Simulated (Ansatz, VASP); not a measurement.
# H18C9SNO3F3 (ionic liquid Pyr13+ triflate at 300 K) in two plane-wave programs, part 2 of 2

Aim: how closely do two programs agree when they are given the same cell, functional and k mesh? The cell is taken from a series of runs on this material, whose earlier steps may have relaxed, scaled, displaced or heated it; both programs get it as it stands.

VASP 6.6.1 and Ansatz 0.2.0.

So far: Set-up; Ansatz: single point, PBE with D3(BJ).

## (3) VASP: single point, PBE with D3(BJ)

Level of this step: PBE with D3(BJ); plane waves and PAW (C, N, H, O, S, F) (VASP).

The same cell, functional, mesh and smearing now go to VASP, with its own data sets.

Lines of VASP's logs that name or quote its potential files are left out, and so is its time.

The input, INCAR:

```
SYSTEM = H18C9SNO3F3
PREC = Accurate
ENCUT = 600
EDIFF = 1E-06
NELM = 120
ISMEAR = -1
SIGMA = 0.025
LREAL = Auto
ALGO = Normal
GGA = PE
IVDW = 12
NBANDS = 306
LORBIT = 11
LWAVE = .FALSE.
LCHARG = .FALSE.
ISIF = 2
LASPH = .TRUE.
GGA_COMPAT = .FALSE.
EFERMI = MIDGAP
```

The input, POSCAR:

```
H18C9SNO3F3
1.0
   11.3133600000      0.0000000000      0.0000000000
    0.0000000000     11.3133600000      0.0000000000
    0.0000000000      0.0000000000     11.3133600000
C N H O S F
36 4 72 12 4 12
Direct
    0.4106100000      0.6139000000      0.6343400000
    0.3653700000      0.7035700000      0.7245200000
    0.2338900000      0.6874000000      0.7444600000
    0.2392800000      0.7221200000      0.9612600000
    0.0492700000      0.7347000000      0.8516800000
    0.9932600000      0.8414500000      0.7931200000
    0.0709000000      0.9418500000      0.8397500000
    0.1951300000      0.8917600000      0.8262400000
    0.8839600000      0.6653700000      0.4821800000
    0.7849000000      0.7574000000      0.4832100000
    0.7273900000      0.7624400000      0.3618600000
    0.5921500000      0.8505700000      0.2195200000
    0.6810000000      0.9814700000      0.3714400000
    0.6201500000      0.0199800000      0.4848500000
    0.4982900000      0.9623500000      0.4734300000
    0.5281100000      0.8392700000      0.4285100000
    0.8589100000      0.1229300000      0.0837600000
    0.8410300000      0.2033500000      0.9764200000
    0.7398800000      0.2883900000      0.0004400000
    0.6026500000      0.4429700000      0.9392500000
    0.6893100000      0.3146400000      0.7839000000
    0.7993200000      0.3386300000      0.7110000000
    0.8313000000      0.4647900000      0.7482300000
    0.8141900000      0.4617000000      0.8815300000
    0.3678400000      0.1484500000      0.1360600000
    0.3313800000      0.2688200000      0.1858100000
    0.2054000000      0.2616800000      0.2314800000
    0.1440300000      0.4674000000      0.1882600000
    0.2307200000      0.4214500000      0.3850700000
    0.1429100000      0.4588300000      0.4793100000
[... 104 atom lines left out ...]
    0.6454800000      0.4921300000      0.5021300000
    0.5175500000      0.3480800000      0.4861600000
    0.5173000000      0.4928000000      0.3573600000
    0.1912200000      0.0216200000      0.4396900000
    0.0310300000      0.9182500000      0.4708900000
    0.0538000000      0.0121700000      0.3035100000
```

The input, KPOINTS:

```
Automatic mesh
0
Gamma
1 1 1
0 0 0
```

PAW data sets: C, N, H, O, S and F (PBE family, release 64).

On the command line:

```
$ export OMP_NUM_THREADS=3
$ mpirun -np 1 vasp_gam
```

Numbers of over 12 decimals in the logs are rounded to 6 here.

What it wrote:

```text
[banner, memory and clock lines left out]
running    1 mpi-ranks, on    1 nodes
[...]
Offloading initialized ...    1 GPUs detected
[...]
LDA part: xc-table for (Slater+PW92), standard interpolation
 POSCAR, INCAR and KPOINTS ok, starting setup
[...]
entering main loop
       N       E                     dE             d eps       ncg     rms          rms(c)
DAV:   1     0.351300882504E+04    0.35130E+04   -0.24363E+05   628   0.144E+03
DAV:   2    -0.464749725527E+03   -0.39778E+04   -0.37840E+04   774   0.324E+02
DAV:   3    -0.833648701906E+03   -0.36890E+03   -0.36592E+03   752   0.102E+02
DAV:   4    -0.842032212775E+03   -0.83835E+01   -0.83465E+01   784   0.167E+01
[...]
DAV:  17    -0.771726029611E+03    0.34077E-05   -0.11715E-05   752   0.126E-02    0.614E-03
DAV:  18    -0.771726028024E+03    0.15865E-05   -0.86708E-06   776   0.791E-03    0.353E-03
DAV:  19    -0.771726027341E+03    0.68311E-06   -0.10676E-06   536   0.258E-03
   1 F= -.77922239E+03 E0= -.77922239E+03  d E =0.000000E+00
```

Parts of OUTCAR (step 3):

```text
  FREE ENERGIE OF THE ION-ELECTRON SYSTEM (eV)
  ---------------------------------------------------
  free  energy   TOTEN  =      -779.2223949965 eV

  energy  without entropy=     -779.2223949965  energy(sigma->0) =     -779.22239500
```

The run ends at a pressure of -0.33 GPa, with forces up to 0.86 eV/Å.

## (4) Differences

Known differences besides the potentials themselves: the cutoff is 420 eV in Ansatz and 600 eV in VASP (PREC = Accurate, projectors in real space). Total energies have different zeros and are not compared.

Compared:

```
              quantity  Ansatz   VASP  difference
        pressure (GPa)   -0.21  -0.33       +0.12
gap on the k mesh (eV)   5.114  5.130      -0.016
```

Forces on 7 of the 140 atoms, those with the largest forces and the largest differences (eV/Å; atoms numbered as in POSCAR):

```csv
atom,"Ansatz x, y, z","VASP x, y, z"
C33,"-0.157, 0.236, 0.229","-0.350, 0.492, 0.480"
C34,"0.070, -0.372, 0.140","0.159, -0.759, 0.245"
C35,"0.245, -0.174, -0.232","0.506, -0.379, -0.466"
C36,"0.208, -0.351, -0.185","0.393, -0.681, -0.340"
S125,"-0.202, 0.295, 0.319","-0.286, 0.398, 0.427"
S126,"0.105, -0.449, 0.192","0.138, -0.610, 0.236"
S128,"0.254, -0.445, -0.243","0.332, -0.580, -0.311"
```

The forces differ by 89 meV/Å r.m.s., which is 63.5 % of the r.m.s. force of 0.140 eV/Å (both taken over all components). A gap on the mesh is an upper bound, since the band edges may lie between its points.

## (5) Results

| Item | Value |
| --- | --- |
| r.m.s. force difference (single point, PBE with D3(BJ)) | 89 meV/Å |

In words: The r.m.s. force difference is 89 meV/Å (single point, PBE with D3(BJ)), beyond the 12 meV/Å picked in this series as the mark of a large difference. What causes the difference of the single point, PBE with D3(BJ) pair stays open here. Such differences can come from data sets, numerical settings and the points named under the comparisons, not from the functional's error against experiment.

[Lines on the potential files, build, host, timing and source positions are cut from VASP's logs without a mark.]

[Logs are printed without paths, hosts, clocks, repeated set-up lines and the standing remarks that a program may print on its own settings, such as how far it seeks lower states.]

[Hosts, paths, dates, database ids (printed as entryN), source tags and the programs' standing remarks are cut or masked in the printed files.]
